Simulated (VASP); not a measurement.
# H22CO11 in VASP: notebook, part 2 of 2

VASP 6.6.1. The steps go on from the part before.

**3. Single point, PBE+D3(BJ)**

File INCAR:

```
SYSTEM = H22CO11
ALGO = Normal
EDIFF = 1E-6
ENCUT = 520
GGA = PE
ISIF = 2
ISMEAR = -1
IVDW = 12
LASPH = .True.
LCHARG = .False.
LREAL = Auto
LWAVE = .False.
NBANDS = 69
NELM = 80
PREC = Accurate
SIGMA = 0.05
```

File KPOINTS:

```
k-points
0
Gamma
  1 1 1
  0 0 0
```

File POSCAR:

```
H22CO11
1.0
    7.7711180000      0.0000000000      0.0000000000
    0.0000000000      7.7711180000      0.0000000000
    0.0000000000      0.0000000000      7.7711180000
O H C
11 22 1
Direct
    0.1840018386      0.5768153308      0.3970085128
    0.4784511057      0.2405445394      0.3762521686
    0.6580005605      0.2316011673      0.7590670995
    0.7411417508      0.0423233826      0.3784397560
    0.2218471010      0.2908719183      0.6821927038
    0.1142821406      0.6382608011      0.9752779459
    0.0488990130      0.8454253300      0.2438130524
    0.0566971187      0.8672111272      0.6278118541
    0.9041942228      0.5592888951      0.6183666237
    0.0986730609      0.2784670108      0.1679423733
    0.7833235836      0.9607755281     -0.0353874436
    0.2884269677      0.6555170054      0.3705001005
    0.0825235185      0.6265379061      0.3979864931
    0.5798264806      0.1711465455      0.3341475448
    0.4749380977      0.3572973670      0.3454972631
    0.6447849589      0.2935484959      0.6409116423
    0.5713720986      0.2594478684      0.8596446483
    0.8646117586      0.0779424531      0.3533983141
    0.8123284192      0.0492593215      0.4969555217
    0.2608762343      0.3955029379      0.7339227123
    0.3020157460      0.2994678501      0.5761719228
    0.0757162612      0.5424702083      0.8817392813
    0.1561808738      0.5685539713      1.0604523056
    0.0613682613      0.9390540718      0.1811579750
    0.0528109340      0.7368051804      0.1564897097
    0.0826135956      0.9867434776      0.6251095402
    0.0479210327      0.8682920527      0.4870599057
    0.8635179649      0.5217524686      0.5183681421
    0.8649463308      0.6781521012      0.6588241229
    0.2185657199      0.2273932785      0.1611479841
    0.0175393039      0.1801285220      0.1426950408
    0.5990000409      0.8577658967      0.1113610680
    0.6587083094      0.7505741130     -0.0846210288
    0.6704054680      0.8586666680      0.0016213883
```

Potentials or basis: VASP PAW PBE potentials, release 64 (O, H, C).

On the command line:

```
$ cat potpaw_PBE.64/O/POTCAR potpaw_PBE.64/H/POTCAR potpaw_PBE.64/C/POTCAR > POTCAR
$ mpirun -np 1 vasp_gam > vasp.out
```

Run time: 72 s. Hardware: 1 thread of AMD EPYC 7R13 (Zen 3), shared host; peak memory 0.42 GiB.

It converged, with:

```
Free energy                : -162.4501 eV
Pressure                   : 0.0 GPa
Largest force              : 9.419 eV/Å
Band gap on the k mesh     : 3.32 eV, direct
Dispersion energy per atom : -0.027 eV
```

Forces in eV/Å, atoms in the order of the input:
```
O    8.910 -2.948 -0.804
O   -0.528 -1.858  0.421
O   -0.971  0.859  0.187
O    4.587  0.632  2.821
O    1.595 -0.417 -2.091
O   -1.943 -0.579 -4.687
O   -0.641 -6.911  2.309
O   -0.732 -0.171 -4.243
O    1.545  2.916  6.139
O    0.372 -1.791 -0.301
O    0.061  0.747  0.613
H   -2.973 -0.946  0.623
H   -5.092  3.492  0.308
H   -0.298  0.985  0.587
H    0.380  1.469 -0.864
H   -0.734 -0.813  2.876
H    1.606 -0.090 -3.170
H   -1.204 -0.177 -2.416
H   -3.270 -0.821 -0.325
H   -0.148  0.880  0.743
H   -1.449 -0.778  1.329
H    0.466  2.596  2.045
H    1.544 -2.592  2.742
H    0.677  4.848 -3.787
H   -0.293  2.768  1.195
H    0.607  1.750  1.312
H    0.228 -1.040  2.850
H   -2.374 -1.286 -4.664
H    0.576 -1.750 -1.363
H   -1.521  0.506  0.290
H    0.978  1.282 -0.204
H   -1.985  0.448  3.037
H   -0.675 -1.053 -0.623
C    2.699 -0.158 -2.883
```

Stress tensor (GPa, compression positive):
```
-0.83 -1.65  0.12
-1.65  2.01 -1.96
 0.12 -1.96 -1.09
```

Levels at points of the mesh, in eV from the valence-band top:
```csv
k point,band 42,band 43,band 44,band 45,band 46,band 47,band 48,band 49,band 50,band 51
"(0.00, 0.00, 0.00)",-0.85,-0.63,-0.39,-0.22,0.00,3.32,3.41,5.17,5.61,5.66
```

Caveat: the standard files for N, O and F lose accuracy on very short bonds. A hybrid or GW would open this gap; PBE tends to underestimate it.

**4. Single point, PBE+D3(BJ)**

File INCAR:

```
ALGO = Fast
EDIFF = 1E-6
ENCUT = 520
GGA = PE
ISIF = 2
ISMEAR = -1
IVDW = 12
LASPH = T
LCHARG = F
LREAL = Auto
LWAVE = F
NBANDS = 69
NELM = 100
PREC = Accurate
SIGMA = 0.05
```

File KPOINTS:

```
k-points
0
Gamma
  1 1 1
```

File POSCAR:

```
H22CO11
1.0
    7.7711180000      0.0000000000      0.0000000000
    0.0000000000      7.7711180000      0.0000000000
    0.0000000000      0.0000000000      7.7711180000
O H C
11 22 1
Direct
    0.2314853538      0.6164492677      0.3787357237
    0.4675517731      0.2963280187      0.4079207136
    0.7019195951      0.1843364108      0.7867079100
    0.7498921005      0.0415512929      0.3776676664
    0.2654701679      0.2648911006      0.6598278394
    0.1260693764      0.6284037895      0.9409842960
   -0.0440863207      0.7884837162      0.2799082449
    0.0306648284      0.8342815024      0.5887183800
    0.7920739332      0.5373872846      0.7502781453
   -0.0002573632      0.2633469213      0.1563996326
    0.8216835724      0.9951463869     -0.0472132839
    0.2580195025      0.7053425260      0.2867412385
    0.2232111261      0.6837111468      0.5028748759
    0.5815765505      0.2236357754      0.3830336896
    0.3695092521      0.2475962918      0.3501941419
    0.6524157785      0.3081023863      0.7401637705
    0.6421341176      0.1235472168      0.7040299736
    0.8675714357      0.0852773050      0.3637700521
    0.7543316161     -0.0347311674      0.2939731452
    0.2053629864      0.3375704757      0.5839700285
    0.3750039570      0.2798825085      0.5878304769
    0.0073219838      0.6883694212      0.9179760235
    0.1329023700      0.5828118940      0.8230733338
   -0.1025978501      0.7732735496      0.1747496306
   -0.0406762579      0.6869667917      0.3555215607
    0.0932813014      0.8959843358      0.6929118822
   -0.0639547617      0.9210386459      0.5539614763
    0.8344616566      0.5621713632      0.6447849589
    0.7945188839      0.6575244386      0.8061259654
    0.1084528635      0.3260792077      0.1631554173
   -0.0927151023      0.2986957604      0.0614068658
    0.5720541111      0.9695516141      0.0777108262
    0.6139013717      0.8337667759     -0.1009507255
    0.6704955452      0.9325685185     -0.0268687208
```

On the command line:

```
$ cat potpaw_PBE.64/O/POTCAR potpaw_PBE.64/H/POTCAR potpaw_PBE.64/C/POTCAR > POTCAR
$ mpirun -np 1 vasp_gam > vasp.out
```

Wall time 76 s (1 thread of AMD EPYC 7R13 (Zen 3), shared host); peak memory 0.44 GiB.

The run converged. Its results:

```
Free energy                : -163.1170 eV
Pressure                   : -1.0 GPa
Largest force              : 6.874 eV/Å
Band gap on the k mesh     : 2.83 eV, direct
Dispersion energy per atom : -0.027 eV
```

Forces on the atoms (eV/Å):
```
O    0.579  1.840  2.309
O    3.347 -0.735 -0.338
O   -1.151  6.208 -0.471
O    0.112  4.893  4.828
O    1.598 -0.537  0.481
O   -2.583  1.314 -1.289
O    0.341  0.596  1.099
O    0.018  2.667  2.632
O   -1.595  1.403  4.874
O   -2.262 -0.122 -0.957
O   -3.238 -3.076  1.412
H   -0.622 -0.989  1.564
H    0.132 -1.296 -3.894
H   -2.477  0.883  0.187
H    0.010 -0.493 -0.545
H    1.705 -2.452  1.600
H   -1.285 -2.431 -2.219
H   -0.093  0.661  0.037
H   -0.197 -4.688 -4.530
H   -1.868  1.175 -0.790
H   -0.348 -0.604  0.894
H    2.445 -0.892  1.011
H    0.557 -0.457  0.409
H   -0.572 -0.904 -1.141
H    0.118  0.221 -1.010
H   -1.535 -1.135 -2.192
H    1.519 -1.380  0.458
H    1.662  0.797 -4.136
H   -0.294 -2.055 -0.969
H   -0.832  0.596 -0.930
H    3.110 -0.436  2.044
H    1.096  0.391 -0.497
H   -0.289 -1.380 -1.576
C    2.891  2.418  1.644
```

Stress tensor (GPa, compression positive):
```
-3.91  0.35 -0.21
 0.35 -0.37  1.37
-0.21  1.37  1.18
```

Levels at points of the mesh, in eV from the valence-band top:
| k point | band 42 | band 43 | band 44 | band 45 | band 46 | band 47 | band 48 | band 49 | band 50 | band 51 |
| --- | --- | --- | --- | --- | --- | --- | --- | --- | --- | --- |
| (0.00, 0.00, 0.00) | -0.75 | -0.50 | -0.25 | -0.08 | 0.00 | 2.83 | 3.68 | 5.50 | 5.92 | 6.30 |

A hybrid or GW would open this gap; PBE tends to underestimate it.

**5. Single point, PBE+D3(BJ)**

File INCAR:

```
SYSTEM = H22CO11
  ALGO = Normal
  EDIFF = 1E-7
  ENCUT = 520
  GGA = PE
  ISIF = 2
  ISMEAR = -1
  IVDW = 12
  LASPH = .True.
  LCHARG = .False.
  LREAL = Auto
  LWAVE = .False.
  NBANDS = 69
  NELM = 100
  PREC = Accurate
  SIGMA = 0.05
```

File KPOINTS:

```
k-points
0
Gamma
  1 1 1
  0 0 0
```

File POSCAR:

```
H22CO11
1.0
    7.7711180000      0.0000000000      0.0000000000
    0.0000000000      7.7711180000      0.0000000000
    0.0000000000      0.0000000000      7.7711180000
O H C
11 22 1
Direct
    0.4476833321      0.6370254576      0.3852084089
    0.4338243223      0.2140103908      0.3968026222
    0.6852553262      0.1403144309      0.7755769504
    0.7359558818     -0.0033199856      0.4795062950
    0.2298768337      0.0935644009      0.6279791402
    0.3000855218      0.5404499070      0.9575456196
    0.1296853297      0.7773913612      0.2749926072
   -0.0055333094      0.8699906500      0.5883452034
    0.9556025272      0.5023601495      0.7019968041
    0.1807333256      0.2791747597      0.1845937740
    0.7013276597      0.9112202388      0.0600557088
    0.4721585749      0.7245546908      0.4660204619
    0.3231066624      0.6314406756      0.4119870526
    0.4142003763      0.3315095717      0.4214708875
    0.3788258009      0.1919800986      0.2908590501
    0.5741130169      0.2004988214      0.7675214815
    0.6849464903      0.1002558448      0.8859857745
    0.6750894788      0.0506619511      0.3852598815
    0.6913290983      0.0674162971      0.5828118940
    0.1960078331      0.1961493829      0.6899522051
    0.2876806143      0.1291448669      0.5261919842
    0.1911822726      0.5288299573      0.8810572687
    0.2375076533      0.6178776336      1.0387694538
    0.2539016909      0.8162017357      0.2829579991
    0.0833728171      0.7841342777      0.3901755191
    0.0730654199      0.9829087655      0.6147378022
   -0.0839132799      0.9129960451      0.4980364473
    0.8563890035      0.4388429052      0.7045704363
    0.9445359085      0.6242216371      0.6550537516
    0.1004746035      0.3533854460      0.2312923314
    0.2043978743      0.3721472251      0.0914926269
    0.8230733338      0.7219553223      0.1227493908
    0.5756958008      0.6723742967      0.0938346323
    0.6963734176      0.7568666439      0.1022504098
```

On the command line:

```
$ cat potpaw_PBE.64/O/POTCAR potpaw_PBE.64/H/POTCAR potpaw_PBE.64/C/POTCAR > POTCAR
$ mpirun -np 1 vasp_gam > vasp.out
```

Run time: 67 s. Hardware: 1 thread of AMD EPYC 7R13 (Zen 3), shared host; peak memory 0.47 GiB.

The run converged. Its results:

| Item | Value |
| --- | --- |
| Free energy | -166.2665 eV |
| Pressure | 1.3 GPa |
| Largest force | 4.666 eV/Å |
| Band gap on the k mesh | 3.30 eV, direct |
| Dispersion energy per atom | -0.026 eV |

Forces on the atoms (eV/Å):
```
O   -1.359 -0.955 -0.214
O    1.638 -1.407  1.469
O   -1.009  2.548 -3.310
O   -1.771  1.180  0.185
O   -1.075 -0.516  2.358
O   -3.277  0.313 -0.540
O    2.097 -0.146 -1.591
O    1.943  0.517  0.325
O    3.669  2.870 -0.267
O    1.569  0.530 -2.999
O   -1.471 -0.370  0.267
H    1.343  1.307  1.154
H    0.189 -0.510 -0.655
H   -0.042  1.600 -0.072
H   -1.109  0.172 -1.679
H    0.361 -0.180 -0.014
H    0.311 -1.901  3.674
H   -0.089  0.066 -0.469
H    1.100 -1.367 -0.745
H   -0.076  0.259  0.048
H    1.166  0.727 -1.608
H    1.749 -0.130  0.240
H    0.958  0.036  0.137
H   -1.739 -0.318 -0.091
H   -0.351  0.492  1.445
H   -0.841 -2.297 -0.495
H   -0.576  0.197  0.572
H   -2.974 -1.398 -0.095
H   -0.262 -1.178  0.563
H   -2.596  1.071  2.388
H    0.999 -1.710  0.357
H    2.161 -2.288  1.118
H    1.010  0.643  0.297
C   -1.646  2.143 -1.752
```

Stress tensor (GPa, compression positive):
```
 1.32 -1.28  0.27
-1.28 -0.52 -0.22
 0.27 -0.22  2.99
```

Levels at points of the mesh, in eV from the valence-band top:
```csv
k point,band 42,band 43,band 44,band 45,band 46,band 47,band 48,band 49,band 50,band 51
"(0.00, 0.00, 0.00)",-1.20,-1.10,-0.67,-0.05,0.00,3.30,3.65,5.80,6.05,6.25
```

Caveat: the standard files for N, O and F lose accuracy on very short bonds. PBE gaps usually lie below the measured ones, often by a third to a half.
